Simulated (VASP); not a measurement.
Calculation: rev-vdW-DF2, VASP's PBE PAW potentials (set 64) (plane waves; VASP).

VASP input:

File POSCAR:
```
MnS
1
    5.0755600565     2.5284688887     2.5284688887
    2.5284688887     5.0755600565     2.5284688887
    2.5284688887     2.5284688887     5.0755600565
Mn S
2 2
Direct
  0.0000000000   0.0000000000   0.0000000000
  0.5000000000   0.5000000000   0.5000000000
  0.2500000000   0.2500000000   0.2500000000
  0.7500000000   0.7500000000   0.7500000000
```

File KPOINTS:
```
Automatic
0
G
 8 8 8
```

### INCAR
```
SYSTEM = MnS
PREC = Accurate
ENCUT = 520
EDIFF = 1E-7
NELM = 100
ALGO = Normal
LREAL = .FALSE.
LASPH = .TRUE.
ISMEAR = -5
GGA = MK
PARAM1 = 0.1234568
PARAM2 = 0.7114
ZAB_VDW = -1.8867
LUSE_VDW = .TRUE.
AGGAC = 0.0
LMAXMIX = 4
ISPIN = 2
MAGMOM = 4.1 -4.1 0.0 0.0
LORBIT = 11
LWAVE = .FALSE.
LCHARG = .TRUE.
NEDOS = 601
ISIF = 2
LEFG = .TRUE.
```

POTCAR, in this order: Mn_pv S (PBE.64 set). Program: vasp_std.

Output of the run:

OUTCAR:
```
 ion  position               nearest neighbor table
   1  0.000  0.000  0.000-   4 2.54   4 2.54   4 2.54   3 2.54   3 2.54   3 2.54
   2  0.500  0.500  0.500-   3 2.54   3 2.54   3 2.54   4 2.54   4 2.54   4 2.54
   3  0.250  0.250  0.250-   1 2.54   1 2.54   1 2.54   2 2.54   2 2.54   2 2.54
   4  0.750  0.750  0.750-   2 2.54   2 2.54   2 2.54   1 2.54   1 2.54   1 2.54
  LATTYP: Found a trigonal (rhomboedric) cell.
 ALAT       =     6.2086729443
 COS(alpha) =     0.8316971719
 Subroutine PRICEL returns following result:
  LATTYP: Found a trigonal (rhomboedric) cell.
 ALAT       =     3.5889750126
 COS(alpha) =     0.4963276496
 Subroutine GETGRP returns: Found 12 space group operations
The static configuration has the point symmetry D_3d.
The dynamic configuration has the point symmetry D_3d.
The overall configuration has the point symmetry D_3d.
 Subroutine INISYM returns: Found 12 space group operations
 Subroutine IBZKPT returns following result:
 Found     65 irreducible k-points:

 Following reciprocal coordinates:
            Coordinates               Weight
  0.000000  0.000000  0.000000      1.000000
  0.125000 -0.000000 -0.000000      6.000000
  0.250000 -0.000000 -0.000000      6.000000
  0.375000 -0.000000 -0.000000      6.000000
  0.500000 -0.000000 -0.000000      3.000000
  0.125000  0.125000 -0.000000      6.000000
  0.250000  0.125000 -0.000000     12.000000
  0.375000  0.125000 -0.000000     12.000000
  0.500000  0.125000 -0.000000     12.000000
 -0.375000  0.125000  0.000000     12.000000
 -0.250000  0.125000  0.000000     12.000000
 -0.125000  0.125000  0.000000      6.000000
  0.250000  0.250000 -0.000000      6.000000
  0.375000  0.250000 -0.000000     12.000000
  0.500000  0.250000 -0.000000     12.000000
 -0.375000  0.250000  0.000000     12.000000
 -0.250000  0.250000  0.000000      6.000000
  0.375000  0.375000 -0.000000      6.000000
...
```

**OSZICAR**
```
       N       E                     dE             d eps       ncg     rms          rms(c)
DAV:   1     0.392606166950E+03    0.39261E+03   -0.21492E+04  6276   0.181E+03
DAV:   2     0.130551278422E+02   -0.37955E+03   -0.37460E+03  6050   0.488E+02
DAV:   3    -0.210110770165E+02   -0.34066E+02   -0.33668E+02  8595   0.135E+02
DAV:   4    -0.221409292380E+02   -0.11299E+01   -0.11215E+01  6870   0.223E+01
DAV:   5    -0.221701320511E+02   -0.29203E-01   -0.29198E-01  7488   0.398E+00    0.166E+01
DAV:   6    -0.201312716876E+02    0.20389E+01   -0.27024E+01  7832   0.484E+01    0.152E+01
DAV:   7    -0.200164039033E+02    0.11487E+00   -0.28073E+00  7308   0.199E+01    0.864E+00
DAV:   8    -0.200350511801E+02   -0.18647E-01   -0.30827E-01  7778   0.470E+00    0.421E+00
DAV:   9    -0.200231604197E+02    0.11891E-01   -0.62279E-02  7985   0.238E+00    0.356E-01
DAV:  10    -0.200250910652E+02   -0.19306E-02   -0.10520E-02  7474   0.666E-01    0.188E-01
DAV:  11    -0.200251690332E+02   -0.77968E-04   -0.93867E-04  7000   0.223E-01    0.116E-01
DAV:  12    -0.200252350475E+02   -0.66014E-04   -0.24675E-04  7381   0.971E-02    0.881E-02
DAV:  13    -0.200252642878E+02   -0.29240E-04   -0.12304E-05  6626   0.292E-02    0.495E-02
DAV:  14    -0.200252901169E+02   -0.25829E-04   -0.10991E-05  6680   0.248E-02    0.102E-02
DAV:  15    -0.200252881443E+02    0.19726E-05   -0.55489E-07  6892   0.683E-03    0.363E-03
DAV:  16    -0.200252881319E+02    0.12350E-07   -0.62314E-08  4033   0.209E-03
   1 F= -.20025288E+02 E0= -.20025288E+02  d E =0.000000E+00  mag=    -0.0000
```

### OUTCAR
```
------------------------ aborting loop because EDIFF is reached ----------------------------------------
  FORCE on cell =-STRESS in cart. coord.  units (eV):
  Direction    XX          YY          ZZ          XY          YZ          ZX
  --------------------------------------------------------------------------------------
  Total       -0.0015465     -0.0015465     -0.0015465     -0.0368083     -0.0368083     -0.0368083
  in kB       -0.0376927     -0.0376927     -0.0376927     -0.8971214     -0.8971214     -0.8971214
  external PRESSURE =      -0.0376927 kB  Pullay stress =       0.0000000 kB
  volume of cell :       65.74
      direct lattice vectors                 reciprocal lattice vectors
     5.075560056  2.528468889  2.528468889     0.294633925 -0.097970789 -0.097970789
     2.528468889  5.075560056  2.528468889    -0.097970789  0.294633925 -0.097970789
     2.528468889  2.528468889  5.075560056    -0.097970789 -0.097970789  0.294633925
 POSITION                                       TOTAL-FORCE (eV/Angst)
 -----------------------------------------------------------------------------------
      0.00000      0.00000      0.00000        -0.000000      0.000000     -0.000000
      5.06625      5.06625      5.06625        -0.000000      0.000000      0.000000
      2.53312      2.53312      2.53312         0.000000     -0.000000      0.000000
      7.59937      7.59937      7.59937         0.000000     -0.000000      0.000000
 -----------------------------------------------------------------------------------
    total drift:                                0.000000     -0.000000     -0.000000
  FREE ENERGIE OF THE ION-ELECTRON SYSTEM (eV)
  ---------------------------------------------------
  free  energy   TOTEN  =       -20.0252881319 eV

  energy  without entropy=      -20.0252881319  energy(sigma->0) =      -20.02528813

 total charge

# of ion       s       p       d       tot
------------------------------------------
    1        0.227   6.183   4.999  11.409
    2        0.227   6.183   4.999  11.409
    3        1.329   2.421   0.000   3.750
    4        1.329   2.421   0.000   3.750
--------------------------------------------------
tot          3.112  17.208   9.999  30.319

 magnetization (x)

# of ion       s       p       d       tot
------------------------------------------
    1        0.013   0.013   4.042   4.067
    2       -0.013  -0.013  -4.042  -4.067
    3        0.000   0.000   0.000   0.000
    4        0.000   0.000   0.000   0.000
--------------------------------------------------
tot          0.000   0.000   0.000   0.000

 Electric field gradients after diagonalization (V/A^2)
 (convention: |V_zz| > |V_xx| > |V_yy|)
----------------------------------------------------------------------
 ion       V_xx      V_yy      V_zz     asymmetry (V_yy - V_xx)/ V_zz
----------------------------------------------------------------------
   1       1.507     1.507    -3.014       0.000
   2       1.507     1.507    -3.014       0.000
   3       2.235     2.235    -4.470       0.000
   4       2.235     2.235    -4.470       0.000
```
(Selected blocks of OUTCAR.)

The compound is MnS in the rock salt, AFM-II order structure. It was relaxed first, which changed the volume by -8 %.
